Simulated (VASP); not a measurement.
Here is the system:

```yaml
crystal:
  lattice:
    - [0.00000, 2.95580, 2.95580]
    - [2.95580, 0.00000, 2.95580]
    - [2.95580, 2.95580, 0.00000]
  atoms:
    - { symbol: Sr, position: [0.00000, 0.00000, 0.00000] }
```

Computed with PBEsol GGA, VASP's PBE PAW potentials (set 64) (plane waves; VASP). Run with PREC = Normal, EDIFF = 1E-5, 400 eV cut-off, 12×12×12 Γ-centred mesh, first-order Methfessel-Paxton smearing of 0.10 eV, potentials Sr_sv.

### Question
Estimate the energy per atom (σ→0), band gap (on the k-mesh) with the smallest direct gap where there is one.

### Answer

* **band gap (on the k-mesh)**: none (metal, semimetal or under 0.01 eV)
* **energy per atom (σ→0)**: -1.840 eV/atom

Total energies compare only between runs with the same potentials, cut-off and functional.

The compound is Sr in the fcc structure. It was relaxed first, which changed the volume by -8 %.
